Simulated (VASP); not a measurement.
All values below come from PBE GGA, VASP's PBE PAW potentials (set 64) (plane waves; VASP).

Input for VASP

### KPOINTS
```
K-points
0
Gamma
 1 1 1
```

POSCAR:
```
Al32As32H
1.0
 11.4648462108   0.0000000000   0.0000000000
  0.0000000000  11.4648462108   0.0000000000
  0.0000000000   0.0000000000  11.4648462108
Al As H
32 32 1
direct
  0.5005269036   0.0013118124   0.0013082417
  0.7487716124   0.2488262163   0.0010514520
  0.7484402463   0.0009904484   0.2483742244
  0.9992115225   0.9993842673   0.9994361808
  0.2490970982   0.2491090950   0.9983348595
  0.5009160951   0.5010747662   0.9981693632
  0.7508590969   0.7508076894   0.9990643953
  0.2487165242   0.9977453617   0.2487716614
  0.4914582382   0.2580421836   0.2587720108
  0.7507621402   0.5002135697   0.2493031180
  0.5009452508   0.9968989799   0.5011571507
  0.7521545454   0.2487187041   0.5010203871
  0.7504123861   0.9994857379   0.7502206345
  0.0013068977   0.5006940646   0.0011903672
  0.2491257526   0.7489814751   0.0011161102
  0.9978211547   0.2487261129   0.2487376735
  0.2572382468   0.4906251241   0.2580599976
  0.5007413296   0.7512246647   0.2493582046
  0.0031237358   0.0031225870   0.5011725585
  0.2688908476   0.2688240679   0.4803803049
  0.4882646805   0.4892713047   0.4901846265
  0.7483935340   0.7486687423   0.5009769398
  0.2485601441   0.0028529819   0.7470042733
  0.5011937939   0.2484388651   0.7533262483
  0.7482660539   0.5011308292   0.7484605025
  0.0008846988   0.7484082335   0.2483659111
  0.9971957643   0.5012191976   0.5013328201
  0.2491728721   0.7517377711   0.5009501949
  0.0028920983   0.2485093201   0.7470406525
  0.2490467155   0.5006612959   0.7524298263
  0.5013252013   0.7477770866   0.7481016426
  0.9992957704   0.7506430647   0.7501888743
  0.6204703936   0.1285491060   0.1290961741
  0.8747246966   0.3748317607   0.1241114769
  0.8747171900   0.1232345472   0.3748551778
  0.1242948262   0.1243669793   0.1250694941
  0.3747288863   0.3749320762   0.1201699732
  0.6253872306   0.6254245797   0.1245507546
  0.8747043324   0.8746882609   0.1254435923
  0.3766490313   0.1165638340   0.3739650788
  0.6295813726   0.3743779128   0.3757717025
  0.8743593405   0.6259237086   0.3751717420
  0.6246920519   0.1246305933   0.6252178354
  0.8749101711   0.3746103334   0.6265358275
  0.8752851917   0.1252686759   0.8745786408
  0.1285949714   0.6205497361   0.1287760285
  0.3746984319   0.8746063287   0.1243383559
  0.1161022019   0.3759143717   0.3744959075
  0.3740398525   0.6298940406   0.3747994592
  0.6263211031   0.8744730950   0.3749528108
  0.1327352194   0.1328488636   0.6175376842
  0.3756685446   0.3749946530   0.6337671540
  0.6197860894   0.6194663499   0.6198768782
  0.8751136387   0.8751854009   0.6244170437
  0.3743673865   0.1234066146   0.8755195255
  0.6260807953   0.3749678221   0.8756461238
  0.8751320021   0.6244422834   0.8752453224
  0.1234749239   0.8743496844   0.3751813467
  0.1244459962   0.6249235476   0.6253369022
  0.3745292198   0.8742212989   0.6265883551
  0.1233814812   0.3745423173   0.8752796566
  0.3747843110   0.6259113484   0.8753981393
  0.6244544642   0.8746927512   0.8750263845
  0.1252526531   0.8750987638   0.8747767231
  0.3707480470   0.3703267397   0.3812393205
```

### INCAR
```
! general
SYSTEM  = Al32As32H
PREC    = Normal
ENCUT   = 400
LREAL   = Auto
LASPH   = T   ! aspherical one-centre terms
ISYM    = 0

! electronic loop
EDIFF   = 1E-5
NELM    = 100   ! most electronic steps
NELMIN  = 4
ALGO    = Fast   ! Davidson, then RMM-DIIS
LMAXMIX = 4

! smearing
ISMEAR  = 0   ! Gaussian
SIGMA   = 0.05   ! width (eV)

! functional
GGA     = PE   ! PBE

! spin
ISPIN   = 2
MAGMOM  = 65*0.0154
NUPDOWN = 1

! ions
IBRION  = 2
NSW     = 120
ISIF    = 2   ! forces and stress, cell fixed
EDIFFG  = -0.03

! output
LWAVE   = T
LCHARG  = F
LORBIT  = 10
```

POTCAR, in this order: Al As H (PBE.64 set). Program: vasp_gam.

Output of the run:

OSZICAR:
```
...
   6 F= -.29831750E+03 E0= -.29831075E+03  d E =-.155164E-02  mag=     1.0000
       N       E                     dE             d eps       ncg     rms          rms(c)
DAV:   1    -0.298327094939E+03   -0.96034E-02   -0.25194E+00   656   0.293E+00    0.504E-01
RMM:   2    -0.298331846719E+03   -0.47518E-02   -0.87059E-02   656   0.561E-01    0.247E-01
RMM:   3    -0.298332290871E+03   -0.44415E-03   -0.15332E-02   662   0.244E-01    0.129E-01
RMM:   4    -0.298332431818E+03   -0.14095E-03   -0.30655E-03   658   0.112E-01    0.565E-02
RMM:   5    -0.298332495372E+03   -0.63553E-04   -0.64792E-04   679   0.570E-02    0.349E-02
RMM:   6    -0.298332510555E+03   -0.15183E-04   -0.16293E-04   694   0.285E-02    0.249E-02
RMM:   7    -0.298332512615E+03   -0.20605E-05   -0.24652E-05   437   0.119E-02
   7 F= -.29833251E+03 E0= -.29832259E+03  d E =-.165690E-01  mag=     1.0000
       N       E                     dE             d eps       ncg     rms          rms(c)
DAV:   1    -0.298337905181E+03   -0.53946E-02   -0.14021E-01   656   0.676E-01    0.118E-01
RMM:   2    -0.298338213541E+03   -0.30836E-03   -0.48684E-03   656   0.132E-01    0.579E-02
RMM:   3    -0.298338245097E+03   -0.31557E-04   -0.83016E-04   661   0.571E-02    0.295E-02
RMM:   4    -0.298338254075E+03   -0.89773E-05   -0.16630E-04   658   0.261E-02    0.131E-02
RMM:   5    -0.298338257378E+03   -0.33032E-05   -0.33416E-05   467   0.129E-02
   8 F= -.29833826E+03 E0= -.29832902E+03  d E =-.574476E-02  mag=     1.0000
       N       E                     dE             d eps       ncg     rms          rms(c)
DAV:   1    -0.298342975400E+03   -0.47213E-02   -0.12689E+00   656   0.204E+00    0.356E-01
RMM:   2    -0.298345761009E+03   -0.27856E-02   -0.44860E-02   656   0.403E-01    0.178E-01
RMM:   3    -0.298346023008E+03   -0.26200E-03   -0.76388E-03   661   0.174E-01    0.914E-02
RMM:   4    -0.298346099580E+03   -0.76572E-04   -0.15495E-03   659   0.802E-02    0.397E-02
RMM:   5    -0.298346131513E+03   -0.31933E-04   -0.31762E-04   682   0.402E-02    0.264E-02
RMM:   6    -0.298346139183E+03   -0.76697E-05   -0.78756E-05   581   0.200E-02
   9 F= -.29834614E+03 E0= -.29833884E+03  d E =-.136266E-01  mag=     1.0000
       N       E                     dE             d eps       ncg     rms          rms(c)
DAV:   1    -0.298349573065E+03   -0.34416E-02   -0.93968E-02   720   0.602E-01    0.980E-02
RMM:   2    -0.298349988462E+03   -0.41540E-03   -0.50118E-03   656   0.131E-01    0.388E-02
RMM:   3    -0.298350062990E+03   -0.74528E-04   -0.82489E-04   662   0.581E-02    0.270E-02
RMM:   4    -0.298350070873E+03   -0.78830E-05   -0.13180E-04   656   0.256E-02    0.130E-02
RMM:   5    -0.298350074387E+03   -0.35138E-05   -0.32501E-05   467   0.134E-02
  10 F= -.29835007E+03 E0= -.29834288E+03  d E =-.393520E-02  mag=     1.0000
       N       E                     dE             d eps       ncg     rms          rms(c)
DAV:   1    -0.298351400437E+03   -0.13296E-02   -0.29354E-01   656   0.106E+00    0.173E-01
RMM:   2    -0.298352706999E+03   -0.13066E-02   -0.15689E-02   656   0.232E-01    0.684E-02
RMM:   3    -0.298352941338E+03   -0.23434E-03   -0.25803E-03   662   0.102E-01    0.474E-02
RMM:   4    -0.298352965334E+03   -0.23995E-04   -0.41172E-04   657   0.452E-02    0.219E-02
RMM:   5    -0.298352976438E+03   -0.11104E-04   -0.10046E-04   651   0.236E-02    0.106E-02
RMM:   6    -0.298352979437E+03   -0.29990E-05   -0.25438E-05   435   0.118E-02
  11 F= -.29835298E+03 E0= -.29834599E+03  d E =-.684025E-02  mag=     1.0000
       N       E                     dE             d eps       ncg     rms          rms(c)
DAV:   1    -0.298355769337E+03   -0.27929E-02   -0.10794E-01   656   0.642E-01    0.959E-02
RMM:   2    -0.298356085769E+03   -0.31643E-03   -0.42688E-03   656   0.124E-01    0.416E-02
RMM:   3    -0.298356137563E+03   -0.51795E-04   -0.71669E-04   662   0.545E-02    0.262E-02
RMM:   4    -0.298356142951E+03   -0.53877E-05   -0.12411E-04   656   0.243E-02    0.990E-03
RMM:   5    -0.298356145903E+03   -0.29519E-05   -0.26721E-05   437   0.123E-02
  12 F= -.29835615E+03 E0= -.29834919E+03  d E =-.316647E-02  mag=     1.0000
       N       E                     dE             d eps       ncg     rms          rms(c)
DAV:   1    -0.298357012511E+03   -0.86956E-03   -0.12773E-01   672   0.698E-01    0.103E-01
RMM:   2    -0.298357395426E+03   -0.38292E-03   -0.50968E-03   656   0.135E-01    0.456E-02
RMM:   3    -0.298357459929E+03   -0.64502E-04   -0.86017E-04   662   0.597E-02    0.292E-02
RMM:   4    -0.298357466755E+03   -0.68261E-05   -0.14894E-04   656   0.267E-02    0.108E-02
RMM:   5    -0.298357470441E+03   -0.36863E-05   -0.32986E-05   467   0.135E-02
  13 F= -.29835747E+03 E0= -.29835055E+03  d E =-.449100E-02  mag=     1.0000
       N       E                     dE             d eps       ncg     rms          rms(c)
DAV:   1    -0.298358565360E+03   -0.10986E-02   -0.67871E-02   672   0.507E-01    0.791E-02
RMM:   2    -0.298358821359E+03   -0.25600E-03   -0.31774E-03   656   0.105E-01    0.321E-02
RMM:   3    -0.298358862009E+03   -0.40650E-04   -0.51394E-04   662   0.455E-02    0.214E-02
RMM:   4    -0.298358865058E+03   -0.30494E-05   -0.88387E-05   656   0.202E-02
  14 F= -.29835887E+03 E0= -.29835193E+03  d E =-.139462E-02  mag=     1.0000
       N       E                     dE             d eps       ncg     rms          rms(c)
DAV:   1    -0.298359019049E+03   -0.15704E-03   -0.14014E-02   704   0.231E-01    0.353E-02
RMM:   2    -0.298359076510E+03   -0.57461E-04   -0.68771E-04   656   0.490E-02    0.158E-02
RMM:   3    -0.298359086832E+03   -0.10322E-04   -0.11656E-04   627   0.217E-02    0.113E-02
RMM:   4    -0.298359087790E+03   -0.95816E-06   -0.19473E-05   419   0.967E-03
  15 F= -.29835909E+03 E0= -.29835215E+03  d E =-.161735E-02  mag=     1.0000
       N       E                     dE             d eps       ncg     rms          rms(c)
DAV:   1    -0.298359094413E+03   -0.75811E-05   -0.13152E-03   720   0.708E-02    0.110E-02
RMM:   2    -0.298359099976E+03   -0.55627E-05   -0.66089E-05   573   0.152E-02    0.529E-03
RMM:   3    -0.298359101014E+03   -0.10379E-05   -0.11330E-05   359   0.679E-03    0.392E-03
RMM:   4    -0.298359101119E+03   -0.10533E-06   -0.15383E-06   277   0.281E-03
  16 F= -.29835910E+03 E0= -.29835216E+03  d E =-.163068E-02  mag=     1.0000
       N       E                     dE             d eps       ncg     rms          rms(c)
DAV:   1    -0.298359645424E+03   -0.54441E-03   -0.42796E-02   656   0.411E-01    0.601E-02
RMM:   2    -0.298359805351E+03   -0.15993E-03   -0.18619E-03   656   0.817E-02    0.271E-02
RMM:   3    -0.298359834767E+03   -0.29416E-04   -0.31206E-04   665   0.361E-02    0.183E-02
RMM:   4    -0.298359837938E+03   -0.31706E-05   -0.53875E-05   543   0.163E-02
  17 F= -.29835984E+03 E0= -.29835302E+03  d E =-.736819E-03  mag=     1.0000
       N       E                     dE             d eps       ncg     rms          rms(c)
DAV:   1    -0.298359899759E+03   -0.64992E-04   -0.14020E-02   704   0.235E-01    0.339E-02
RMM:   2    -0.298359955524E+03   -0.55765E-04   -0.63068E-04   656   0.478E-02    0.165E-02
RMM:   3    -0.298359966643E+03   -0.11119E-04   -0.10949E-04   614   0.215E-02    0.119E-02
RMM:   4    -0.298359968103E+03   -0.14604E-05   -0.18581E-05   414   0.968E-03
  18 F= -.29835997E+03 E0= -.29835323E+03  d E =-.866984E-03  mag=     1.0000
       N       E                     dE             d eps       ncg     rms          rms(c)
DAV:   1    -0.298360226763E+03   -0.26012E-03   -0.29244E-02   656   0.336E-01    0.537E-02
RMM:   2    -0.298360360880E+03   -0.13412E-03   -0.15604E-03   656   0.741E-02    0.224E-02
RMM:   3    -0.298360381363E+03   -0.20483E-04   -0.24601E-04   662   0.319E-02    0.156E-02
RMM:   4    -0.298360383753E+03   -0.23899E-05   -0.43292E-05   494   0.143E-02
  19 F= -.29836038E+03 E0= -.29835389E+03  d E =-.415650E-03  mag=     1.0000
```

File OUTCAR:
```
------------------------ aborting loop because EDIFF is reached ----------------------------------------
  FORCE on cell =-STRESS in cart. coord.  units (eV):
  Direction    XX          YY          ZZ          XY          YZ          ZX
  --------------------------------------------------------------------------------------
  Total        2.0558242      2.0661675      2.3470778     -2.9637053      2.4505860      2.4447305
  in kB        2.1857066      2.1967033      2.4953609     -3.1509456      2.6054085      2.5991830
  external PRESSURE =       2.2925903 kB  Pullay stress =       0.0000000 kB
  volume of cell :     1506.97
      direct lattice vectors                 reciprocal lattice vectors
    11.464846211  0.000000000  0.000000000     0.087223150  0.000000000  0.000000000
     0.000000000 11.464846211  0.000000000     0.000000000  0.087223150  0.000000000
     0.000000000  0.000000000 11.464846211     0.000000000  0.000000000  0.087223150
  FREE ENERGIE OF THE ION-ELECTRON SYSTEM (eV)
  ---------------------------------------------------
  free  energy   TOTEN  =      -298.3603837528 eV

  energy  without entropy=     -298.3473920816  energy(sigma->0) =     -298.35388792

 total charge

# of ion       s       p       d       tot
------------------------------------------
    1        0.394   0.361   0.000   0.756
    2        0.395   0.362   0.000   0.757
    3        0.394   0.361   0.000   0.755
    4        0.395   0.361   0.000   0.756
    5        0.394   0.361   0.000   0.755
    6        0.395   0.360   0.000   0.755
    7        0.395   0.361   0.000   0.756
    8        0.395   0.363   0.000   0.759
    9        0.393   0.352   0.000   0.745
   10        0.395   0.360   0.000   0.755
   11        0.395   0.363   0.000   0.758
   12        0.395   0.361   0.000   0.756
   13        0.395   0.361   0.000   0.756
   14        0.394   0.361   0.000   0.756
   15        0.395   0.362   0.000   0.757
   16        0.395   0.363   0.000   0.758
   17        0.393   0.352   0.000   0.745
   18        0.395   0.360   0.000   0.755
   19        0.395   0.357   0.000   0.752
   20        0.381   0.363   0.000   0.744
   21        0.392   0.350   0.000   0.742
   22        0.395   0.361   0.000   0.756
   23        0.395   0.358   0.000   0.753
   24        0.395   0.364   0.000   0.759
   25        0.394   0.360   0.000   0.755
   26        0.394   0.361   0.000   0.755
   27        0.395   0.363   0.000   0.758
   28        0.395   0.361   0.000   0.756
   29        0.395   0.357   0.000   0.752
   30        0.395   0.364   0.000   0.759
   31        0.394   0.360   0.000   0.755
   32        0.395   0.361   0.000   0.756
   33        1.188   1.662   0.021   2.871
   34        1.187   1.676   0.022   2.885
   35        1.186   1.676   0.022   2.884
   36        1.185   1.672   0.022   2.879
   37        1.186   1.673   0.023   2.882
   38        1.185   1.671   0.022   2.878
   39        1.186   1.673   0.022   2.880
   40        1.190   1.680   0.023   2.893
   41        1.187   1.675   0.023   2.884
   42        1.187   1.675   0.022   2.885
   43        1.185   1.672   0.022   2.878
   44        1.186   1.676   0.022   2.884
   45        1.187   1.667   0.022   2.876
   46        1.188   1.662   0.021   2.871
   47        1.187   1.676   0.022   2.885
   48        1.190   1.680   0.023   2.893
   49        1.187   1.674   0.023   2.884
   50        1.187   1.675   0.022   2.885
   51        1.205   1.605   0.021   2.831
   52        1.191   1.680   0.024   2.895
   53        1.189   1.657   0.021   2.867
   54        1.187   1.666   0.022   2.875
   55        1.186   1.676   0.022   2.884
   56        1.187   1.675   0.022   2.885
   57        1.186   1.672   0.022   2.880
   58        1.186   1.676   0.022   2.884
   59        1.185   1.672   0.022   2.878
   60        1.186   1.676   0.022   2.884
   61        1.186   1.675   0.022   2.884
   62        1.187   1.675   0.022   2.885
   63        1.186   1.672   0.022   2.880
   64        1.187   1.667   0.022   2.876
   65        0.532   0.007   0.000   0.539
--------------------------------------------------
tot         51.143  64.994   0.711 116.848

 magnetization (x)

# of ion       s       p       d       tot
------------------------------------------
    1       -0.000   0.000   0.000   0.000
    2       -0.000   0.001   0.000   0.001
    3       -0.000   0.001   0.000   0.000
    4       -0.000   0.000   0.000  -0.000
    5       -0.000   0.000   0.000  -0.000
    6       -0.000   0.001   0.000   0.000
    7       -0.000   0.000   0.000   0.000
    8       -0.000   0.000   0.000  -0.000
    9       -0.000   0.002   0.000   0.001
   10       -0.000   0.001   0.000   0.000
   11       -0.000   0.000   0.000  -0.000
   12       -0.000   0.000   0.000  -0.000
   13       -0.000   0.000   0.000  -0.000
   14       -0.000   0.000   0.000   0.000
   15       -0.000   0.001   0.000   0.001
   16       -0.000   0.000   0.000  -0.000
...
```
(Selected blocks of OUTCAR.)

**CONTCAR**
```
Al32As32H
   1.00000000000000
    11.4648462107999993    0.0000000000000000    0.0000000000000000
     0.0000000000000000   11.4648462107999993    0.0000000000000000
     0.0000000000000000    0.0000000000000000   11.4648462107999993
  Al              As              H
    32    32     1
Direct
     0.5007731043953818    0.9996055955009884    0.0004564238179818
     0.7506319829296364    0.2495326582282396    0.9993699521965809
     0.7493290959126012    0.0000294507066003    0.2490288372104951
     0.9999357900053972    0.9998377131500870    0.9989960316910350
     0.2498846702805137    0.2498276141078347    0.9992395890705935
     0.4995934843164132    0.4995297281531156    0.0001087579278941
     0.7501989693992996    0.7501912643159754    0.9994897647764629
     0.2482919347036863    0.9964723403167550    0.2489401764542755
     0.4955416218604113    0.2514863234623430    0.2544252094837785
     0.7498783485642434    0.4994933071070775    0.2504108906405432
     0.5010516953852009    0.9965432770427680    0.5014840097354413
     0.7509530853408801    0.2497940463023146    0.5000656715059577
     0.7506859454679946    0.9997375888471983    0.7498732763099510
     0.9996440895746388    0.5007364284931514    0.0005075706389572
     0.2495808992170248    0.7506013889013646    0.9993555701200345
     0.9965290559398785    0.2482290348052207    0.2488933556252941
     0.2513600289478322    0.4954212219704461    0.2542840533048838
     0.4996038066656070    0.7498508069376379    0.2503630055497995
     0.0037780555712888    0.0036424241489331    0.5018198691001043
     0.2780494275172498    0.2779700091830303    0.4724539886009737
     0.4922247774991723    0.4923284909407504    0.4961874111129898
     0.7497549279672767    0.7496932916618242    0.5005728992071231
     0.2479526272431885    0.0038009721882241    0.7458396752874419
     0.5012316276205169    0.2478525156767493    0.7541662133372320
     0.7486719164299742    0.5009303719859054    0.7490773285487194
     0.0000288330262133    0.7492325173060932    0.2491160182847990
     0.9966286765795794    0.5010721065057911    0.5014643787796493
     0.2498670228411029    0.7508688317244262    0.5001342962418719
     0.0037640479298336    0.2479467159722481    0.7458063761837328
     0.2479361664405288    0.5011829379224091    0.7540993912176595
     0.5009597177196385    0.7485668826426947    0.7490418885684423
     0.9996832445931562    0.7506872917595175    0.7498576234526350
     0.6237993610252718    0.1260706400111504    0.1258284612565068
     0.8738381566152618    0.3748087228537401    0.1245785226139361
     0.8740633340082097    0.1228339609840351    0.3757029824124866
     0.1244781561874635    0.1244016694418711    0.1252464545996950
     0.3741455761345403    0.3741032039916970    0.1243684840572606
     0.6246967391052162    0.6246108533884649    0.1253312227307121
     0.8747602199252325    0.8747053057045464    0.1249186933366596
     0.3767758432985495    0.1148864825956803    0.3731079453665351
     0.6259043289381049    0.3736582329842837    0.3755169495453301
     0.8738319829211193    0.6254721912396382    0.3750834739725048
     0.6246968506246897    0.1245766815662588    0.6254218761335822
     0.8741227501189992    0.3743461760469002    0.6267744299341211
     0.8758323724360255    0.1247870378323104    0.8739208683522801
     0.1260884382570473    0.6238304711338238    0.1258195149522385
     0.3748519205666159    0.8738580851160679    0.1245688132916547
     0.1149294350551675    0.3766006610947150    0.3731194326517966
     0.3736293631843890    0.6259328673124485    0.3754098575916128
     0.6255767472679370    0.8738338072581611    0.3750949498088281
     0.1338717140917917    0.1338396557060300    0.6158595596634763
     0.3760142670667044    0.3758866284755286    0.6368358384353570
     0.6219475237650394    0.6218777892121905    0.6219234022532727
     0.8755415202941645    0.8755860130510960    0.6248959317299875
     0.3740012751206739    0.1224638919168117    0.8761492303674981
     0.6256745333206629    0.3749265350620896    0.8761832014149181
     0.8744032848731359    0.6247926962420985    0.8748885187728954
     0.1229910236142544    0.8739466884718369    0.3757058133470814
     0.1245728875720380    0.6246958804912417    0.6254686859959819
     0.3743591911155167    0.8740864086279014    0.6268764458157366
     0.1224631781250415    0.3740149248832652    0.8761542805848133
     0.3749419456333973    0.6256152185229013    0.8761945334373527
     0.6248222835644835    0.8743512567767994    0.8748442081569076
     0.1248574290783925    0.8758119883724360    0.8739135357736260
     0.3687446890094861    0.3684362254642531    0.3854623774600542
```

The supercell is sampled at Γ alone, which is coarse: total energies, pressure and levels can be off, energies of defects by several tenths of an eV.

The cell is a supercell with a defect, built from AlAs (zinc blende): H_i.
